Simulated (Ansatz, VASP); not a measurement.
SrMg6Cr in VASP and in Ansatz

```
CELL_PARAMETERS angstrom
5.27155 0.00000 0.00000
0.00000 3.38519 5.89348
0.00000 -3.38519 5.89348
ATOMIC_POSITIONS crystal
Sr 0.00000 0.82906 0.82906
Cr 0.50000 0.65243 0.65243
Mg 0.50000 0.16693 0.16693
Mg 0.50000 0.65968 0.19063
Mg 0.50000 0.19063 0.65968
Mg 0.00000 0.33792 0.33792
Mg 0.00000 0.82013 0.34321
Mg 0.00000 0.34321 0.82013
```

Change from the starting cell: volume scaled by 1.04.

Alike in both runs: task single point; functional PBE; k mesh 5 × 5 × 5; occupations fermi-dirac, width 0.05 eV; collinear spin, ferromagnetic start.

|  | VASP | Ansatz |
| --- | --- | --- |
| version | VASP 6.6.1 | Ansatz 0.2.0 |
| potentials or method | VASP PAW PBE potentials, release 64 (Sr_sv, Cr_pv, Mg) | Ansatz PAW |
| plane-wave cutoff (eV) | 520 | 420 |
| valence electrons in the cell | 34 | 84 |

```tsv
	VASP	Ansatz	Ansatz less VASP
gap on the k mesh at the Fermi level (eV)	none	none	-
pressure (GPa)	-1.1	-1.0	+0.06
largest component of the traceless stress (GPa)	0.08	0.08	0.000
rms of the force components (eV/Å)	0.043	0.042	-0.0009
net moment per atom (μB)	0.57	0.57	0.000
size of the moment on the site where the two differ most (μB)	3.91	4.07	+0.164
```

Site moments also hang on the region over which each program counts them. Atom by atom the forces differ by 0.002 eV/Å (rms over components). A gap of «none» marks a metal or a gap that the smearing closes. The two sets of potentials don't hold the same shells in valence.
